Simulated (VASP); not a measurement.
Calculation: PBEsol GGA, VASP's PBE PAW potentials (set 64) (plane waves; VASP).

Input for VASP

POSCAR:
```
AlIn3Sb4
1
   -0.0000000000     3.2239017151     3.2239017151
    3.2239017151     0.0000000000     3.2239017151
   12.9261268708    12.9261268708    -0.0305200105
In Sb Al
3 4 1
Direct
  0.0093293665   0.0093293665   0.9930029752
  0.0008448038   0.0008448038   0.2493663971
  0.9929514823   0.9929514823   0.5052863883
  0.2526837804   0.2526837804   0.0604871647
  0.2450626688   0.2450626688   0.3162029984
  0.2377550637   0.2377550637   0.5716837023
  0.2622432342   0.2622432342   0.8033175744
  0.9991296004   0.9991296004   0.7506527997
```

### INCAR
```
# general
SYSTEM =AlIn3Sb4
PREC   =Accurate
ENCUT  =400
LREAL  =F   # projection in real space or not
LASPH  =T

# electronic loop
EDIFF  =1E-6
NELM   =100
ALGO   =Normal   # blocked Davidson
LMAXMIX=4   # l cut-off of mixed one-centre charges

# smearing
ISMEAR =1   # Methfessel-Paxton
SIGMA  =0.1   # width (eV)

# functional
GGA    =PS

# ions
IBRION =2   # conjugate gradients
NSW    =60
ISIF   =3
EDIFFG =-0.02   # ionic stop

# output
LWAVE  =F
LCHARG =F
```

KPOINTS:
```
Automatic mesh
0
Gamma
8 8 2
```

POTCAR, in this order: In_d Sb Al (PBE.64 set). Program: vasp_std.

The resulting files:

File OSZICAR:
```
       N       E                     dE             d eps       ncg     rms          rms(c)
DAV:   1     0.468716231712E+03    0.46872E+03   -0.21920E+04  1480   0.132E+03
DAV:   2     0.188759805828E+02   -0.44984E+03   -0.43790E+03  1578   0.357E+02
DAV:   3    -0.303197524439E+02   -0.49196E+02   -0.47810E+02  1821   0.143E+02
DAV:   4    -0.323196496992E+02   -0.19999E+01   -0.19925E+01  1806   0.324E+01
DAV:   5    -0.324143843509E+02   -0.94735E-01   -0.94709E-01  2312   0.618E+00    0.765E+00
DAV:   6    -0.319567532356E+02    0.45763E+00   -0.85746E-01  1974   0.976E+00    0.438E+00
DAV:   7    -0.318647287288E+02    0.92025E-01   -0.49557E-01  2234   0.443E+00    0.100E+00
DAV:   8    -0.318586201652E+02    0.61086E-02   -0.55210E-02  2074   0.228E+00    0.671E-01
DAV:   9    -0.318598861527E+02   -0.12660E-02   -0.51927E-03  1833   0.420E-01    0.159E-01
DAV:  10    -0.318601579361E+02   -0.27178E-03   -0.57167E-04  1799   0.173E-01    0.507E-02
DAV:  11    -0.318601920829E+02   -0.34147E-04   -0.69141E-05  1858   0.441E-02    0.296E-02
DAV:  12    -0.318602386647E+02   -0.46582E-04   -0.63477E-05  1709   0.352E-02    0.746E-03
DAV:  13    -0.318602385738E+02    0.90919E-07   -0.32274E-06  1640   0.125E-02
   1 F= -.31860239E+02 E0= -.31860288E+02  d E =-.318602E+02
       N       E                     dE             d eps       ncg     rms          rms(c)
DAV:   1    -0.319823406721E+02   -0.12210E+00   -0.32654E+00  2038   0.215E+01    0.222E+00
DAV:   2    -0.318817619187E+02    0.10058E+00   -0.27895E-01  2011   0.719E+00    0.772E-01
DAV:   3    -0.318658548231E+02    0.15907E-01   -0.57314E-02  2128   0.284E+00    0.465E-01
DAV:   4    -0.318659678360E+02   -0.11301E-03   -0.19098E-03  1663   0.281E-01    0.446E-01
DAV:   5    -0.318658491850E+02    0.11865E-03   -0.10283E-04  2361   0.743E-02    0.432E-01
DAV:   6    -0.318652065667E+02    0.64262E-03   -0.84938E-04  2025   0.258E-01    0.384E-01
DAV:   7    -0.318651742088E+02    0.32358E-04   -0.21649E-04  2038   0.141E-01    0.247E-01
DAV:   8    -0.318651780053E+02   -0.37965E-05   -0.14183E-05  1674   0.450E-02    0.309E-01
DAV:   9    -0.318651720103E+02    0.59950E-05   -0.95898E-06  1841   0.658E-02    0.211E-01
DAV:  10    -0.318651715471E+02    0.46326E-06   -0.57423E-05  2190   0.135E-01    0.274E-02
DAV:  11    -0.318651730740E+02   -0.15269E-05   -0.17789E-05  1806   0.248E-02    0.408E-02
DAV:  12    -0.318651734014E+02   -0.32740E-06   -0.41543E-07   960   0.625E-03
   2 F= -.31865173E+02 E0= -.31865081E+02  d E =-.493483E-02
       N       E                     dE             d eps       ncg     rms          rms(c)
DAV:   1    -0.318713292161E+02   -0.61561E-02   -0.16218E-01  2048   0.491E+00    0.494E-01
DAV:   2    -0.318665023709E+02    0.48268E-02   -0.12881E-02  2016   0.153E+00    0.180E-01
DAV:   3    -0.318656785754E+02    0.82380E-03   -0.30162E-03  2128   0.659E-01    0.943E-02
DAV:   4    -0.318656787268E+02   -0.15140E-06   -0.98574E-05  1666   0.661E-02    0.844E-02
DAV:   5    -0.318656553967E+02    0.23330E-04   -0.12797E-05  1867   0.241E-02    0.613E-02
DAV:   6    -0.318656272948E+02    0.28102E-04   -0.25218E-05  1721   0.218E-02    0.217E-02
DAV:   7    -0.318656267160E+02    0.57887E-06   -0.15320E-06  1153   0.137E-02
   3 F= -.31865627E+02 E0= -.31865560E+02  d E =-.538814E-02
       N       E                     dE             d eps       ncg     rms          rms(c)
DAV:   1    -0.318656702064E+02   -0.42912E-04   -0.12615E-03  2030   0.429E-01    0.416E-02
DAV:   2    -0.318656324796E+02    0.37727E-04   -0.10382E-04  2016   0.138E-01    0.149E-02
DAV:   3    -0.318656254612E+02    0.70184E-05   -0.22387E-05  1671   0.572E-02    0.980E-03
DAV:   4    -0.318656255143E+02   -0.53094E-07   -0.11276E-06  1006   0.684E-03
   4 F= -.31865626E+02 E0= -.31865562E+02  d E =-.538694E-02
       N       E                     dE             d eps       ncg     rms          rms(c)
DAV:   1    -0.318659258681E+02   -0.30041E-03   -0.53076E-02  1633   0.984E-01    0.896E-02
DAV:   2    -0.318659917636E+02   -0.65895E-04   -0.19137E-03  2326   0.360E-01    0.427E-02
DAV:   3    -0.318659597946E+02    0.31969E-04   -0.78457E-05  2181   0.896E-02    0.267E-02
DAV:   4    -0.318659435189E+02    0.16276E-04   -0.25517E-05  2129   0.542E-02    0.855E-03
DAV:   5    -0.318659429175E+02    0.60139E-06   -0.10209E-05  1713   0.264E-02    0.585E-03
DAV:   6    -0.318659428018E+02    0.11573E-06   -0.75901E-07   910   0.868E-03
   5 F= -.31865943E+02 E0= -.31865878E+02  d E =-.317287E-03
       N       E                     dE             d eps       ncg     rms          rms(c)
DAV:   1    -0.318661318401E+02   -0.18892E-03   -0.31656E-01  1633   0.242E+00    0.215E-01
DAV:   2    -0.318665436279E+02   -0.41179E-03   -0.11471E-02  2339   0.879E-01    0.106E-01
DAV:   3    -0.318663578896E+02    0.18574E-03   -0.47214E-04  2197   0.243E-01    0.673E-02
DAV:   4    -0.318662613987E+02    0.96491E-04   -0.16013E-04  2182   0.143E-01    0.213E-02
DAV:   5    -0.318662593079E+02    0.20908E-05   -0.64560E-05  1853   0.649E-02    0.150E-02
DAV:   6    -0.318662593178E+02   -0.99380E-08   -0.56046E-06  1548   0.219E-02
   6 F= -.31866259E+02 E0= -.31866195E+02  d E =-.633804E-03
       N       E                     dE             d eps       ncg     rms          rms(c)
DAV:   1    -0.318666357543E+02   -0.37645E-03   -0.22658E-02  1976   0.976E-01    0.101E-01
DAV:   2    -0.318664359673E+02    0.19979E-03   -0.93616E-04  1982   0.380E-01    0.489E-02
DAV:   3    -0.318663552441E+02    0.80723E-04   -0.19424E-04  1980   0.145E-01    0.169E-02
DAV:   4    -0.318663546655E+02    0.57857E-06   -0.55092E-05  1920   0.589E-02    0.116E-02
DAV:   5    -0.318663549413E+02   -0.27575E-06   -0.35251E-06  1346   0.166E-02
   7 F= -.31866355E+02 E0= -.31866287E+02  d E =-.956234E-04
```

### OUTCAR
```
------------------------ aborting loop because EDIFF is reached ----------------------------------------
  FORCE on cell =-STRESS in cart. coord.  units (eV):
  Direction    XX          YY          ZZ          XY          YZ          ZX
  --------------------------------------------------------------------------------------
  Total        0.0101209      0.0101209      0.0101209      0.0172271     -0.0172271     -0.0172271
  in kB        0.0609735      0.0609735      0.0609735      0.1037853     -0.1037853     -0.1037853
  external PRESSURE =       0.0609735 kB  Pullay stress =       0.0000000 kB
  volume of cell :      265.94
      direct lattice vectors                 reciprocal lattice vectors
     0.000000000  3.215163471  3.215163471    -0.155502469  0.155523707  0.155502469
     3.215163471  0.000000000  3.215163471     0.155523707 -0.155502469  0.155502469
    12.862410564 12.862410564 -0.001756679     0.038870308  0.038870308 -0.038870308
 POSITION                                       TOTAL-FORCE (eV/Angst)
 -----------------------------------------------------------------------------------
     12.81046     12.81046      0.05019         0.003983      0.003983     -0.003983
      3.21343      3.21343      0.00173        -0.000030     -0.000030      0.000030
      9.69076      9.69076      6.38506        -0.002210     -0.002210      0.002210
      1.58688      1.58688      1.62828         0.007551      0.007551     -0.007551
      4.85133      4.85133      1.57900        -0.007826     -0.007826      0.007826
      8.11286      8.11286      1.53263        -0.004724     -0.004724      0.004724
     11.17773     11.17773      1.68293         0.001199      0.001199     -0.001199
     12.86729     12.86729      6.42369         0.002056      0.002056     -0.002056
 -----------------------------------------------------------------------------------
    total drift:                                0.000500      0.000500     -0.000501
  FREE ENERGIE OF THE ION-ELECTRON SYSTEM (eV)
  ---------------------------------------------------
  free  energy   TOTEN  =       -31.8663549413 eV

  energy  without entropy=      -31.8661518317  energy(sigma->0) =      -31.86628724

 reached required accuracy - stopping structural energy minimisation
```
(Selected blocks of OUTCAR.)

CONTCAR:
```
AlIn3Sb4
   1.00000000000000
     0.0000000000000751    3.2151634713049475    3.2151634713047974
     3.2151634713049475    0.0000000000000751    3.2151634713047974
    12.8624105637685826   12.8624105637685826   -0.0017566786482202
  In              Sb              Al
     3     4     1
Direct
     0.0080769336442380    0.0080769336442380    0.9939422998418194
     0.0003371513885434    0.0003371513885434    0.2497471364085898
     0.9930984801047982    0.9930984801047982    0.5051761399464018
     0.2532354403880688    0.2532354403880688    0.0600734197089466
     0.2456415140513761    0.2456415140513761    0.3157688644614715
     0.2385001036174818    0.2385001036174818    0.5711249223618883
     0.2619367943210340    0.2619367943210340    0.8035474043092218
     0.9991735825844613    0.9991735825844613    0.7506198130616558
```

The structure was generated: AlIn3Sb4 was put into an ordered model structure (R3m), which need not be its known phase. This run relaxes it. Symmetry was kept, so distortions that lower it aren't found. The start is the result of an earlier pass.
